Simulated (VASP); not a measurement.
Data:

```
CELL_PARAMETERS angstrom
      4.05493     0.00000     0.00000
     -2.02747     3.51167     0.00000
      0.00000     0.00000     4.17904
ATOMIC_POSITIONS crystal
  Ca 0.00000 0.00000 0.00000
  Si 0.33333 0.66667 0.50000
  Si 0.66667 0.33333 0.50000
```

All values below come from PBEsol GGA, VASP's PBE PAW potentials (set 64) (plane waves; VASP 6.6.1). Numerical set-up: 400 eV cut-off, Gaussian smearing of 0.050 eV, potentials Ca_sv Si.

Task: Give the energies of bands 6 to 12 at the high-symmetry points, in eV from the Fermi level.

Result: 
```csv
band,Γ,M,K,A,L,H
6,-2.77,-8.33,-8.72,-5.42,-7.71,-8.61
7,-2.77,-3.74,-5.78,-2.30,-3.95,-5.06
8,-2.46,-1.82,-0.93,-2.30,-3.00,-2.43
9,-0.65,-1.65,-0.93,0.04,-2.34,-2.43
10,-0.26,0.85,2.00,0.09,-0.32,1.81
11,1.29,2.74,2.00,0.10,3.80,3.43
12,1.29,2.99,2.53,2.19,4.31,3.43
```

It has no gap at this level: it comes out as a metal or semimetal.

The structure comes from a computed database's CaSi2 entry (P6/mmm); how it stands against other phases isn't given here. It was relaxed first.
